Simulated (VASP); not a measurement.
Wanted: the native input for a VASP 6.6.1 run.

* Task: relaxation of cell and atoms
* Functional: PBE
* Potentials or basis: VASP PAW PBE potentials, release 64 (Rb_sv, Nb_sv, S)
* Cutoff: 600 eV
* k mesh: 2 × 2 × 3
* Occupations: gaussian, width 0.15 eV
* Spin: no spin polarisation
* Dipole correction: no
* Further INCAR settings: ALGO = Normal; EDIFF = 1e-06; IBRION = 2; EDIFFG = -0.08; NSW = 36; ISIF = 3

The structure of Rb3NbS3 lies in POSCAR:

```
Rb3NbS3
1.0
    7.2478366200      0.0000000000      0.0000000000
   -3.6239183100      6.2768106300      0.0000000000
    0.0000000000      0.0000000000      4.8105899000
Rb Nb S
3 1 3
Direct
    0.5000000000      0.0000000000      0.9243490800
    0.0000000000      0.5000000000      0.9243490800
    0.5000000000      0.5000000000      0.9243490800
    0.0000000000      0.0000000000      0.4456404500
    0.5000000000      0.0000000000      0.4132822700
    0.0000000000      0.5000000000      0.4132822700
    0.5000000000      0.5000000000      0.4132822700
```

The cell was built by a generator and needn't be a form met in nature.

The cell isn't the ideal one: random cell by space group and Wyckoff sites (P6mm, No. 183).

The input as run:

INCAR

```
PREC = Accurate
ENCUT = 600
EDIFF = 1E-6
ISMEAR = 0
SIGMA = 0.15
LREAL = False
LASPH = True
NELM = 100
ALGO = Normal
ISIF = 3
LWAVE = False
LCHARG = False
GGA = PE
IBRION = 2
NSW = 36
EDIFFG = -0.08
```

KPOINTS

```
Automatic mesh
0
Gamma
  2 2 3
```

Potentials or basis: VASP PAW PBE potentials, release 64 (Rb_sv, Nb_sv, S).

Command:

```console
$ cat potpaw_PBE.64/Rb_sv/POTCAR potpaw_PBE.64/Nb_sv/POTCAR potpaw_PBE.64/S/POTCAR > POTCAR
$ mpirun -np 1 vasp_std > vasp.out
```

It gave:

```yaml
Relaxed_volume: 28.12 Å³/atom
Relaxed_cell: a = 6.080 Å, b = 6.080 Å, c = 6.148 Å, α = 90.00°, β = 90.00°, γ = 120.00°
Space_group_after_relaxing_to_0.05_Å: P6/mmm (No. 191)
Energy_gained_by_relaxing: 1034.3 meV/atom
Ionic_steps: 15
Pressure_after_relaxing: -0.1 GPa
Largest_force_after_relaxing: 0.063 eV/Å
Band_gap_on_the_k_mesh: none (metal or under the smearing width)
```

Caveat: the k mesh is coarse (spacing up to 0.50 Å⁻¹), so the values aren't converged; the relaxation stopped at a loose force limit of 0.08 eV/Å, so its end isn't a converged minimum.

It took 9.8 min on 1 thread of AMD EPYC 9R45 (Zen 5), with other jobs on the host, peak memory 0.39 GiB.
